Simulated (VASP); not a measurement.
These are TPSS meta-GGA, VASP's PBE PAW potentials (set 64) (plane waves; VASP) values and carry that method's errors.

The input files of a VASP run:

File KPOINTS:
```
Automatic mesh
0
Gamma
6 6 8
0 0 0
```

POSCAR:
```
MgH2
1
    4.4544965548    -0.0000000000     0.0000000000
   -0.0000000000     4.4544965548     0.0000000000
    0.0000000000     0.0000000000     2.9940964076
Mg H
2 4
Direct
  0.0000000000   0.0000000000   0.0000000000
  0.5000000000   0.5000000000   0.5000000000
  0.3042546764   0.3042546764   1.0000000000
  0.8042546764   0.1957453236   0.5000000000
  0.1957453236   0.8042546764   0.5000000000
  0.6957453236   0.6957453236   0.0000000000
```

### KPOINTS_OPT
```
k-points along high-symmetry lines
6
Line-mode
Reciprocal
  0.000000   0.000000   0.000000 ! GAMMA
  0.000000   0.500000   0.000000 ! X

  0.000000   0.500000   0.000000 ! X
  0.500000   0.500000   0.000000 ! M

  0.500000   0.500000   0.000000 ! M
  0.000000   0.000000   0.000000 ! GAMMA

  0.000000   0.000000   0.000000 ! GAMMA
  0.000000   0.000000   0.500000 ! Z

  0.000000   0.000000   0.500000 ! Z
  0.000000   0.500000   0.500000 ! R

  0.000000   0.500000   0.500000 ! R
  0.500000   0.500000   0.500000 ! A

  0.500000   0.500000   0.500000 ! A
  0.000000   0.000000   0.500000 ! Z

  0.000000   0.500000   0.000000 ! X
  0.000000   0.500000   0.500000 ! R

  0.500000   0.500000   0.000000 ! M
  0.500000   0.500000   0.500000 ! A
```

**INCAR**
```
# general
SYSTEM  = MgH2
PREC    = Accurate
ENCUT   = 520
LREAL   = .FALSE.
LASPH   = .TRUE.

# electronic loop
EDIFF   = 1E-7
NELM    = 100
ALGO    = Normal
LMIXTAU = .TRUE.

# smearing
ISMEAR  = -5

# functional
METAGGA = TPSS

# ions
ISIF    = 2

# output
LWAVE   = .FALSE.
LCHARG  = .FALSE.
LORBIT  = 11
NEDOS   = 601

# other
LEFG    = .TRUE.
```

POTCAR, in this order: Mg H (PBE.64 set). Program: vasp_std.

The run wrote:

OUTCAR:
```
 ion  position               nearest neighbor table
   1  0.000  0.000  0.000-   3 1.92   6 1.92   5 1.94   4 1.94   4 1.94   5 1.94   2 3.49   2 3.49
                             2 3.49   2 3.49   2 3.49   2 3.49   2 3.49   2 3.49
   2  0.500  0.500  0.500-   4 1.92   5 1.92   3 1.94   6 1.94   3 1.94   6 1.94   1 3.49   1 3.49
                             1 3.49   1 3.49   1 3.49   1 3.49   1 3.49   1 3.49
   3  0.304  0.304  0.000-   1 1.92   2 1.94   2 1.94
   4  0.804  0.196  0.500-   2 1.92   1 1.94   1 1.94
   5  0.196  0.804  0.500-   2 1.92   1 1.94   1 1.94
   6  0.696  0.696  0.000-   1 1.92   2 1.94   2 1.94
  LATTYP: Found a simple tetragonal cell.
 ALAT       =     4.4544965548
 C/A-ratio  =     0.6721514700
 Subroutine PRICEL returns:
 Original cell was already a primitive cell.
 Subroutine GETGRP returns: Found 16 space group operations
The static configuration has the point symmetry D_2h.
 The point group associated with its full space group is D_4h.
The dynamic configuration has the point symmetry D_2h.
 Subroutine INISYM returns: Found 16 space group operations
 Subroutine IBZKPT returns following result:
 Found     50 irreducible k-points:

 Following reciprocal coordinates:
            Coordinates               Weight
  0.000000  0.000000  0.000000      1.000000
...
```

**OSZICAR**
```
       N       E                     dE             d eps       ncg     rms          rms(c)
DAV:   1     0.818737118003E+01    0.81874E+01   -0.33190E+03   800   0.851E+02
DAV:   2    -0.232606830499E+02   -0.31448E+02   -0.30824E+02  1336   0.153E+02
DAV:   3    -0.245286658277E+02   -0.12680E+01   -0.12680E+01  1240   0.371E+01
DAV:   4    -0.245346754302E+02   -0.60096E-02   -0.60096E-02  1344   0.323E+00
DAV:   5    -0.245347091526E+02   -0.33722E-04   -0.33722E-04  1312   0.177E-01    0.576E+00
DAV:   6    -0.263892832457E+02   -0.18546E+01   -0.44510E+00   800   0.311E+01    0.400E+00
DAV:   7    -0.270057005305E+02   -0.61642E+00   -0.46353E+00   864   0.207E+01    0.268E+00
DAV:   8    -0.267462865930E+02    0.25941E+00   -0.51678E-01   816   0.714E+00    0.100E+00
DAV:   9    -0.268692285620E+02   -0.12294E+00   -0.14372E-01   832   0.560E+00    0.844E-01
DAV:  10    -0.265834927266E+02    0.28574E+00   -0.22855E-01   808   0.662E+00    0.176E-01
DAV:  11    -0.265204730062E+02    0.63020E-01   -0.17450E-01   800   0.686E+00    0.231E-01
DAV:  12    -0.265358626083E+02   -0.15390E-01   -0.11662E-02   816   0.189E+00    0.213E-01
DAV:  13    -0.265311562575E+02    0.47064E-02   -0.95364E-04   896   0.547E-01    0.128E-01
DAV:  14    -0.265162404907E+02    0.14916E-01   -0.85026E-03   800   0.166E+00    0.550E-02
DAV:  15    -0.265159533609E+02    0.28713E-03   -0.81768E-03   800   0.164E+00    0.382E-02
DAV:  16    -0.265168297046E+02   -0.87634E-03   -0.96902E-04   800   0.594E-01    0.250E-02
DAV:  17    -0.265168593573E+02   -0.29653E-04   -0.66146E-05   864   0.161E-01    0.195E-02
DAV:  18    -0.265168984699E+02   -0.39113E-04   -0.41890E-05   880   0.130E-01    0.123E-02
DAV:  19    -0.265168188553E+02    0.79615E-04   -0.80043E-05   800   0.150E-01    0.870E-03
DAV:  20    -0.265168566214E+02   -0.37766E-04   -0.17387E-05   800   0.690E-02    0.533E-03
DAV:  21    -0.265168412378E+02    0.15384E-04   -0.32975E-06   800   0.308E-02    0.346E-03
DAV:  22    -0.265168688187E+02   -0.27581E-04   -0.12934E-05   800   0.672E-02    0.394E-03
DAV:  23    -0.265168639959E+02    0.48228E-05   -0.12953E-06   800   0.207E-02    0.306E-03
DAV:  24    -0.265168628306E+02    0.11653E-05   -0.11926E-07   864   0.547E-03    0.254E-03
DAV:  25    -0.265168642447E+02   -0.14141E-05   -0.10497E-06   800   0.238E-02    0.144E-03
DAV:  26    -0.265168650529E+02   -0.80821E-06   -0.68409E-07   800   0.189E-02    0.346E-04
DAV:  27    -0.265168650586E+02   -0.56364E-08   -0.30330E-08   424   0.397E-03
   1 F= -.26516865E+02 E0= -.26516865E+02  d E =0.000000E+00
       N       E                     dE             ncg
       N       E                     dE             ncg
```

### OUTCAR
```
------------------------ aborting loop because EDIFF is reached ----------------------------------------
  FORCE on cell =-STRESS in cart. coord.  units (eV):
  Direction    XX          YY          ZZ          XY          YZ          ZX
  --------------------------------------------------------------------------------------
  Total       -0.0119755     -0.0119755      0.0849011     -0.0000000      0.0000000      0.0000000
  in kB       -0.3229531     -0.3229531      2.2896074     -0.0000000      0.0000000      0.0000000
  external PRESSURE =       0.5479004 kB  Pullay stress =       0.0000000 kB
  volume of cell :       59.41
      direct lattice vectors                 reciprocal lattice vectors
     4.454496555  0.000000000  0.000000000     0.224492260  0.000000000  0.000000000
     0.000000000  4.454496555  0.000000000     0.000000000  0.224492260  0.000000000
     0.000000000  0.000000000  2.994096408     0.000000000  0.000000000  0.333990581
 POSITION                                       TOTAL-FORCE (eV/Angst)
 -----------------------------------------------------------------------------------
      0.00000      0.00000      0.00000        -0.000000      0.000000     -0.000000
      2.22725      2.22725      1.49705        -0.000000      0.000000     -0.000000
      1.35530      1.35530      0.00000         0.001086      0.001086      0.000000
      3.58255      0.87195      1.49705         0.001086     -0.001086     -0.000000
      0.87195      3.58255      1.49705        -0.001086      0.001086     -0.000000
      3.09920      3.09920      0.00000        -0.001086     -0.001086     -0.000000
 -----------------------------------------------------------------------------------
    total drift:                               -0.000000     -0.000000      0.000000
  FREE ENERGIE OF THE ION-ELECTRON SYSTEM (eV)
  ---------------------------------------------------
  free  energy   TOTEN  =       -26.5168650586 eV

  energy  without entropy=      -26.5168650586  energy(sigma->0) =      -26.51686506

 total charge

# of ion       s       p       d       tot
------------------------------------------
    1        0.143   0.149   0.041   0.333
    2        0.143   0.149   0.041   0.333
    3        0.583   0.002   0.000   0.585
    4        0.583   0.002   0.000   0.585
    5        0.583   0.002   0.000   0.585
    6        0.583   0.002   0.000   0.585
--------------------------------------------------
tot          2.620   0.306   0.082   3.008

 Electric field gradients after diagonalization (V/A^2)
 (convention: |V_zz| > |V_xx| > |V_yy|)
----------------------------------------------------------------------
 ion       V_xx      V_yy      V_zz     asymmetry (V_yy - V_xx)/ V_zz
----------------------------------------------------------------------
   1      -5.210    -0.815     6.025       0.729
   2      -5.210    -0.815     6.025       0.729
   3       4.685     1.072    -5.757       0.628
   4       4.685     1.072    -5.757       0.628
   5       4.685     1.072    -5.757       0.628
   6       4.685     1.072    -5.757       0.628
```
(Selected blocks of OUTCAR.)

The compound is MgH2 in the rutile structure. It was relaxed first.
